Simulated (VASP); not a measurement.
Calculation: r2SCAN meta-GGA, VASP's PBE PAW potentials (set 64) (plane waves; VASP).

Input for VASP

File KPOINTS:
```
Automatic mesh
0
Gamma
17 17 10
0 0 0
```

File KPOINTS_OPT:
```
k-points along high-symmetry lines
6
Line-mode
Reciprocal
  0.000000   0.000000   0.000000 ! GAMMA
  0.000000   0.500000   0.000000 ! M

  0.000000   0.500000   0.000000 ! M
 -0.333333   0.666667   0.000000 ! K

 -0.333333   0.666667   0.000000 ! K
  0.000000   0.000000   0.000000 ! GAMMA

  0.000000   0.000000   0.000000 ! GAMMA
  0.000000   0.000000   0.500000 ! A

  0.000000   0.000000   0.500000 ! A
  0.000000   0.500000   0.500000 ! L

  0.000000   0.500000   0.500000 ! L
 -0.333333   0.666667   0.500000 ! H

 -0.333333   0.666667   0.500000 ! H
  0.000000   0.000000   0.500000 ! A

  0.000000   0.500000   0.500000 ! L
  0.000000   0.500000   0.000000 ! M

 -0.333333   0.666667   0.500000 ! H
 -0.333333   0.666667   0.000000 ! K
```

**POSCAR**
```
Os
2.7413120
  0.5000000920  -0.8660254331   0.0000000000
  0.5000000920   0.8660254331   0.0000000000
  0.0000000000   0.0000000000   1.5747485979
Os
2
Cart
  0.5000000920   0.2886757217   0.3936871495
  0.5000000920  -0.2886757217   1.1810614485
```

INCAR:
```
# general
SYSTEM  = Os
PREC    = Accurate
ENCUT   = 400
LREAL   = F
LASPH   = T

# electronic loop
EDIFF   = 1E-7
NELM    = 100
ALGO    = Normal
LMAXMIX = 6
LMIXTAU = T

# smearing
ISMEAR  = -5

# functional
METAGGA = R2SCAN

# ions
ISIF    = 2

# output
LWAVE   = F
LCHARG  = F
LORBIT  = 11
NEDOS   = 601
```

POTCAR, in this order: Os (PBE.64 set). Program: vasp_std.

Output of the run:

OSZICAR:
```
       N       E                     dE             d eps       ncg     rms          rms(c)
DAV:   1     0.245559064645E+01    0.24556E+01   -0.68676E+03  4760   0.108E+03
DAV:   2    -0.103021570681E+03   -0.10548E+03   -0.94367E+02  5192   0.377E+02
DAV:   3    -0.108587620586E+03   -0.55660E+01   -0.52189E+01  5572   0.717E+01
DAV:   4    -0.108702602414E+03   -0.11498E+00   -0.11432E+00  5128   0.100E+01
DAV:   5    -0.108704165196E+03   -0.15628E-02   -0.15639E-02  5480   0.902E-01    0.222E+01
DAV:   6    -0.106258542977E+03    0.24456E+01   -0.77115E-01  4916   0.838E+00    0.114E+01
DAV:   7    -0.105097342402E+03    0.11612E+01   -0.25332E+00  5328   0.145E+01    0.274E+00
DAV:   8    -0.105880097648E+03   -0.78276E+00   -0.42499E-01  5100   0.608E+00    0.285E-01
DAV:   9    -0.105999277066E+03   -0.11918E+00   -0.89053E-02  5236   0.263E+00    0.711E-02
DAV:  10    -0.106004729165E+03   -0.54521E-02   -0.57020E-03  4940   0.720E-01    0.206E-01
DAV:  11    -0.106004921213E+03   -0.19205E-03   -0.21044E-03  5212   0.430E-01    0.806E-02
DAV:  12    -0.106005913019E+03   -0.99181E-03   -0.22050E-04  4892   0.169E-01    0.146E-02
DAV:  13    -0.106005920242E+03   -0.72221E-05   -0.20107E-05  4960   0.421E-02    0.167E-02
DAV:  14    -0.106005933336E+03   -0.13095E-04   -0.57806E-06  5260   0.250E-02    0.348E-03
DAV:  15    -0.106005935467E+03   -0.21304E-05   -0.71230E-07  4808   0.841E-03    0.122E-03
DAV:  16    -0.106005935457E+03    0.95786E-08   -0.64976E-07  4804   0.724E-03
   1 F= -.10600594E+03 E0= -.10600594E+03  d E =0.000000E+00
       N       E                     dE             ncg
```

### OUTCAR
```
------------------------ aborting loop because EDIFF is reached ----------------------------------------
  FORCE on cell =-STRESS in cart. coord.  units (eV):
  Direction    XX          YY          ZZ          XY          YZ          ZX
  --------------------------------------------------------------------------------------
  Total       -0.0359978     -0.0359978      0.0328759      0.0000000     -0.0000000     -0.0000000
  in kB       -2.0529082     -2.0529076      1.8748692      0.0000000     -0.0000000     -0.0000000
  external PRESSURE =      -0.7436489 kB  Pullay stress =       0.0000000 kB
  volume of cell :       28.09
      direct lattice vectors                 reciprocal lattice vectors
     1.370656252 -2.374045912  0.000000000     0.364788764 -0.210610923  0.000000000
     1.370656252  2.374045912  0.000000000     0.364788764  0.210610923  0.000000000
     0.000000000  0.000000000  4.316877229     0.000000000  0.000000000  0.231648932
 POSITION                                       TOTAL-FORCE (eV/Angst)
 -----------------------------------------------------------------------------------
      1.37066      0.79135      1.07922        -0.000000     -0.000000      0.000000
      1.37066     -0.79135      3.23766         0.000000      0.000000      0.000000
 -----------------------------------------------------------------------------------
    total drift:                               -0.000000      0.000025     -0.000020
  FREE ENERGIE OF THE ION-ELECTRON SYSTEM (eV)
  ---------------------------------------------------
  free  energy   TOTEN  =      -106.0059354572 eV

  energy  without entropy=     -106.0059354572  energy(sigma->0) =     -106.00593546

 total charge

# of ion       s       p       d       tot
------------------------------------------
    1        0.656   0.788   6.051   7.494
    2        0.656   0.788   6.051   7.494
--------------------------------------------------
tot          1.311   1.576  12.102  14.989
```
(Selected blocks of OUTCAR.)

For a metal the tetrahedron method with Blöchl corrections gives inexact stress and forces.

The compound is Os in the hcp structure. It was relaxed first.
